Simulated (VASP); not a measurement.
```
CELL_PARAMETERS angstrom
      0.00000     3.20940     3.20940
      3.20940     0.00000     3.20940
      3.20940     3.20940     0.00000
ATOMIC_POSITIONS crystal
  Cd 0.00000 0.00000 0.00000
  Se 0.25000 0.25000 0.25000
```

Computed with RPBE GGA, VASP's PBE PAW potentials (set 64) (plane waves; VASP). Settings: 520 eV cut-off, 7×7×7 Γ-centred mesh, Gaussian smearing of 0.050 eV, potentials Cd Se.

Problem. Give the stress tensor in GPa (positive for a compressed cell).

Solution. 
```
-1.98   0.00   0.00
 0.00  -1.98   0.00
 0.00   0.00  -1.98
```
The pressure is its mean diagonal, -1.98 GPa.

The compound is CdSe in the zinc blende structure, whereas wurtzite is the usual form. This cell is one point of a volume scan, at 1.06 of the reference volume.
